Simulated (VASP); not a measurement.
VASP input:

### POSCAR
```
ZnO
1
    3.2663638209     0.0000000000     0.0000000000
   -1.6331819104     2.8287537699    -0.0000000000
    0.0000000000     0.0000000000     5.2587518381
Zn O
2 2
Direct
  0.3333330000   0.6666670000   0.4994519553
  0.6666670000   0.3333330000   0.9994519553
  0.6666670000   0.3333330000   0.3795580447
  0.3333330000   0.6666670000   0.8795580447
```

### INCAR
```
SYSTEM = ZnO
PREC = Accurate
ENCUT = 520
EDIFF = 1E-6
NELM = 100
ALGO = Normal
LREAL = .FALSE.
LASPH = .TRUE.
ISMEAR = 0
SIGMA = 0.05
GGA = PE
IVDW = 12
LMAXMIX = 4
LWAVE = .FALSE.
LCHARG = .FALSE.
IBRION = 2
ISIF = 3
NSW = 60
EDIFFG = -0.02
```

File KPOINTS:
```
Automatic mesh
0
Gamma
7 7 4
0 0 0
```

POTCAR, in this order: Zn O (PBE.64 set). Program: vasp_std.

Problem. Write an equivalent input for Ansatz.

Solution. One equivalent input (not run):
Ansatz 0.2 input:
```yaml
crystal:
  lattice:
    - [3.2663638, 0.0000000, 0.0000000]
    - [-1.6331819, 2.8287538, 0.0000000]
    - [0.0000000, 0.0000000, 5.2587518]
  atoms:
    - { symbol: Zn, position: [0.3333330, 0.6666670, 0.4994520] }
    - { symbol: Zn, position: [0.6666670, 0.3333330, 0.9994520] }
    - { symbol: O, position: [0.6666670, 0.3333330, 0.3795580] }
    - { symbol: O, position: [0.3333330, 0.6666670, 0.8795580] }
kpoints:
  mp_grid: { grid: [7, 7, 4] }
hamiltonian:
  xc: pbe
  dispersion: d3bj
  pseudopotentials: { kind: paw }
scf:
  occupations: { method: gaussian, width: 0.05 }
  max_iter: 100
relax:
  max_steps: 60
  f_tol: 0.02
  cell: {}
output: { forces: true, stress: true, eigenvalues: true }
```
Limits of the translation: each code has its own PAW files, so the cut-off isn't converted (ENCUT is set for VASP's; basis.ecutwfc is left out, and Ansatz then takes the one that its files recommend); Ansatz stops its SCF on the density residual and VASP on the energy change (EDIFF).

The structure comes from a measured ZnO entry (P6_3mc) of the Crystallography Open Database, whose conditions weren't checked. It was relaxed first. The start is the result of an earlier pass.
